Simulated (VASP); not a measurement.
# Sr2ZnIrO6: the relaxed cell at several levels, part 4 of 4

Wanted: equilibrium cells of Sr2ZnIrO6 at many levels, with their cost. The cell is invented: it takes the structure of a Materials Project entry for Ba2ZnReO6 (space group 225 there), with some of its atoms replaced by other elements, volume scaled by an estimate. It may not be a known or stable phase.

VASP 6.6.1, plane waves and PAW; the level of theory is named at each step.

So far. Step 6 (Relaxation with PBE + D3(BJ)): It ends at 12.57 Å³/atom, +3.0 % from the start, with 0.01 GPa left. The conventional cell has a = 7.952 Å. Against plain PBE, the dispersion term moves a by -0.7 %. Step 7 (Relaxation with PBE + TS): It ends at 12.50 Å³/atom, +2.4 % from the start, with -0.04 GPa left. The conventional cell has a = 7.936 Å. Against plain PBE, the dispersion term moves a by -0.9 %.

## (9) Relaxation with optB86b-vdW

This step: optB86b-vdW, no spin polarisation; plane waves and PAW (Ir, Sr_sv, Zn, O); invented cell (VASP 6.6.1).

optB86b-vdW pairs nonlocal correlation with a less repulsive exchange of B86b form.

Input file INCAR:

```
SYSTEM = Sr2ZnIrO6
PREC = Accurate
ENCUT = 560
EDIFF = 1E-06
NELM = 100
ISMEAR = -1
SIGMA = 0.05
LREAL = .FALSE.
ALGO = Normal
GGA = MK
AGGAC = 0
LUSE_VDW = .TRUE.
PARAM1 = 0.1234
PARAM2 = 1
LASPH = .TRUE.
LORBIT = 11
LWAVE = .FALSE.
LCHARG = .FALSE.
KPAR = 4
IBRION = 2
NSW = 60
ISIF = 3
EDIFFG = -0.01
```

Input file POSCAR:

```
Sr2ZnIrO6
1.0
    0.0000000000      3.9373380000      3.9373380000
    3.9373380000      0.0000000000      3.9373380000
    3.9373380000      3.9373380000      0.0000000000
Ir Sr Zn O
1 2 1 6
Direct
    0.5000000000      0.5000000000      0.5000000000
    0.7500000000      0.7500000000      0.7500000000
    0.2500000000      0.2500000000      0.2500000000
    0.0000000000      0.0000000000      0.0000000000
    0.2624830000      0.2624830000      0.7375170000
    0.7375170000      0.2624830000      0.2624830000
    0.2624830000      0.7375170000      0.2624830000
    0.2624830000      0.7375170000      0.7375170000
    0.7375170000      0.2624830000      0.7375170000
    0.7375170000      0.7375170000      0.2624830000
```

Input file KPOINTS:

```
Automatic mesh
0
Gamma
5 5 5
0 0 0
```

PAW data sets: Ir, Sr_sv, Zn and O (PBE family, release 64).

Command:

```sh
$ mpirun -np 4 vasp_std
```

Numbers of over 12 decimals in the logs are rounded to 6 here.

Log:

```text
[banner, memory and clock lines left out]
running    4 mpi-ranks, on    1 nodes
[...]
[... a notice as in an earlier step ...]

 [... a notice as in an earlier step ...]

 LDA part: xc-table for (Slater+PW92), standard interpolation
 POSCAR, INCAR and KPOINTS ok, starting setup
[...]
entering main loop
       N       E                     dE             d eps       ncg     rms          rms(c)
DAV:   1     0.914512190112E+03    0.91451E+03   -0.40023E+04   920   0.194E+03
DAV:   2     0.817817933475E+02   -0.83273E+03   -0.80172E+03   934   0.507E+02
DAV:   3    -0.479359014080E+02   -0.12972E+03   -0.12688E+03  1122   0.190E+02
DAV:   4    -0.553695042766E+02   -0.74336E+01   -0.73836E+01  1208   0.444E+01
[...]
DAV:  14    -0.415973314615E+02   -0.86954E-05   -0.77526E-05  1432   0.907E-02    0.171E-02
DAV:  15    -0.415973303335E+02    0.11279E-05   -0.22887E-05  1336   0.602E-02    0.351E-03
DAV:  16    -0.415973303501E+02   -0.16561E-07   -0.21619E-06   788   0.188E-02
   1 F= -.41597330E+02 E0= -.41564202E+02  d E =-.415973E+02
[... from here on, the cycles between the ionic steps are left out ...]
   2 F= -.41138557E+02 E0= -.41107328E+02  d E =0.458773E+00
   3 F= -.42025358E+02 E0= -.41992873E+02  d E =-.428027E+00
   4 F= -.42025959E+02 E0= -.41993452E+02  d E =-.428629E+00
[...]
hard stop encountered!  aborting job ...
[...]
soft stop encountered!  aborting job ...
   5 F= -.42025922E+02 E0= -.41993398E+02  d E =-.650480E-01
 deleting file STOPCAR
```

It took 16 min on 4 MPI ranks of AMD EPYC 7R43, shared host; peak memory 3.3 GiB.

The run was stopped at its time limit, by a STOPCAR file.

By then 4 ionic steps had been finished.

More ranks or a longer limit would be the way on, or going on from the last geometry.

## (10) Relaxation with TPSS

This step: TPSS, no spin polarisation; plane waves and PAW (Ir, Sr_sv, Zn, O); invented cell (VASP 6.6.1).

TPSS is an older meta-GGA.

INCAR: that of step 9 with these lines changed.

```diff
@@ -9,7 +9,3 @@
 ALGO = Normal
-GGA = MK
-AGGAC = 0
-LUSE_VDW = .TRUE.
-PARAM1 = 0.1234
-PARAM2 = 1
+METAGGA = TPSS
 LASPH = .TRUE.
```

POSCAR is that of step 9.

KPOINTS is that of step 9.

Command:

```sh
$ mpirun -np 4 vasp_std
```

Log:

```text
[... set-up lines as in an earlier step ...]
 entering main loop
       N       E                     dE             d eps       ncg     rms          rms(c)
DAV:   1     0.102322499473E+04    0.10232E+04   -0.40795E+04   920   0.208E+03
DAV:   2     0.162722652821E+03   -0.86050E+03   -0.83101E+03   928   0.611E+02
DAV:   3     0.101720544589E+02   -0.15255E+03   -0.14610E+03  1178   0.237E+02
DAV:   4     0.139238768830E+01   -0.87797E+01   -0.86614E+01  1168   0.600E+01
[...]
DAV:  15    -0.995212198841E+02    0.41544E-04   -0.16505E-04  1258   0.764E-02    0.103E-02
DAV:  16    -0.995212221898E+02   -0.23056E-05   -0.27144E-05  1170   0.258E-02    0.676E-03
DAV:  17    -0.995212221665E+02    0.23217E-07   -0.10276E-06   704   0.585E-03
   1 F= -.99521222E+02 E0= -.99488948E+02  d E =-.995212E+02
[...]
N       E                     dE             d eps       ncg     rms          rms(c)
DAV:   1    -0.997689491252E+02   -0.24773E+00   -0.55507E+02   968   0.174E+02    0.255E+01
DAV:   2    -0.100045988232E+03   -0.27704E+00   -0.35305E+01  1184   0.507E+01    0.183E+01
DAV:   3    -0.994541437940E+02    0.59184E+00   -0.60672E+00  1270   0.173E+01    0.829E+00
DAV:   4    -0.990628305741E+02    0.39131E+00   -0.21579E+00  1340   0.152E+01    0.713E+00
[...]
DAV:  11    -0.989734133812E+02   -0.25905E-05   -0.42668E-06  1024   0.418E-02    0.531E-03
DAV:  12    -0.989734151964E+02   -0.18152E-05   -0.18704E-06   748   0.788E-03    0.289E-03
DAV:  13    -0.989734147380E+02    0.45839E-06   -0.24728E-07   604   0.587E-03
   2 F= -.98973415E+02 E0= -.98942649E+02  d E =0.547807E+00
 trial-energy change:    0.547807  1 .order    0.122055   -2.599330    2.843440
 step:   0.3684(harm=  0.4776)  dis= 0.04220  next Energy=   -99.978699 (dE=-0.457E+00)
[...]
N       E                     dE             d eps       ncg     rms          rms(c)
DAV:   1    -0.101162066771E+03   -0.21887E+01   -0.23240E+02   944   0.107E+02    0.184E+01
DAV:   2    -0.100208705383E+03    0.95336E+00   -0.17135E+01  1200   0.455E+01    0.813E+00
DAV:   4    -0.999724590351E+02    0.32538E-01   -0.21878E-01  1464   0.695E+00    0.151E+00
DAV:   5    -0.999698755236E+02    0.25835E-02   -0.90383E-02  1584   0.218E+00    0.810E-01
DAV:   6    -0.999715170506E+02   -0.16415E-02   -0.68991E-03  1184   0.805E-01    0.419E-01
DAV:   7    -0.999722839357E+02   -0.76689E-03   -0.20051E-03  1266   0.796E-01    0.125E-01
DAV:   8    -0.999722474891E+02    0.36447E-04   -0.45515E-04  1352   0.154E-01    0.485E-02
 hard stop encountered!  aborting job ...
 [... a notice as in an earlier step ...]

 soft stop encountered!  aborting job ...
   3 F= -.99972247E+02 E0= -.99940524E+02  d E =-.634477E-01
 deleting file STOPCAR
```

The job ended after 11 min (4 MPI ranks; peak memory 1.4 GiB).

The run was stopped at its time limit, by a STOPCAR file.

By then 2 ionic steps had been finished.

More ranks or a longer limit would be the way on, or going on from the last geometry.

## (11) The cells as a table

This step: relaxed cells at several levels; plane waves and PAW; invented cell (VASP 6.6.1).

Derived from the runs above.

Lengths are those of the conventional cell; cost is the wall time of each run, as given at its step, times its ranks, without the set-up around it. Results by level, by row:

| level | volume (Å³/atom) | change from the start (%) | a (Å) | cost (core minutes) |
| --- | --- | --- | --- | --- |
| PBE | 12.84 | 5.2 | 8.008 | 16.9 |
| LDA | 11.94 | -2.2 | 7.816 | 17 |
| PBEsol | 12.31 | 0.8 | 7.896 | 18.4 |
| PBE + D3(BJ) | 12.57 | 3 | 7.952 | 20.5 |
| PBE + TS | 12.5 | 2.4 | 7.936 | 30.9 |

## (12) Summary of results

| Property | Result |
| --- | --- |
| volume, PBE | 12.84 Å³/atom |
| volume, LDA | 11.94 Å³/atom |
| volume, PBEsol | 12.31 Å³/atom |
| volume, PBE + D3(BJ) | 12.57 Å³/atom |
| volume, PBE + TS | 12.50 Å³/atom |

What this shows: For Sr2ZnIrO6 the levels give volumes between 11.94 Å³/atom (LDA) and 12.84 Å³/atom (PBE), a spread of 7.6 %, while the cost of the finished runs spans a factor of 1.8. The costs hold the number of ionic steps as well as the price of the functional. Adding D3(BJ) to PBE changes the volume by -2.1 % (a by -0.7 %). Adding TS to PBE changes the volume by -2.7 % (a by -0.9 %). Plain TS (PBE + TS) starts from free neutral atoms, far too polarisable for alkali and alkaline-earth ions, and can overbind such cells badly. Within 0.02 Å all end in space group Fm-3m; the runs can't lower the symmetry of the start. The k-sampling is coarse for a metal, so the Fermi level, pressures and the shape of the cell carry errors. Magnetism was not tested. Spin-orbit coupling is left out. Not obtained: r2SCAN, because the run hit its time limit. Not obtained: PBE + rVV10, because the run hit its time limit. Not obtained: optB86b-vdW, because the run hit its time limit. Not obtained: TPSS, because the run hit its time limit. Each is a single relaxation on the plane waves of the start cell, so larger changes of volume carry a basis-set error that was not tested here. Zero-point and thermal expansion are not included. Nothing here tests the cell against competing phases.

[Lines on the potential files, build, host, timing and source positions are cut from VASP's logs without a mark.]

[Logs are printed without paths, hosts, clocks, repeated set-up lines and the standing remarks that a program may print on its own settings, such as how far it seeks lower states.]

[Hosts, paths, dates, database ids (printed as entryN), source tags and the programs' standing remarks are cut or masked in the printed files.]

[A measured line is paired with the nearest computed mode of its activity, which favours agreement.]
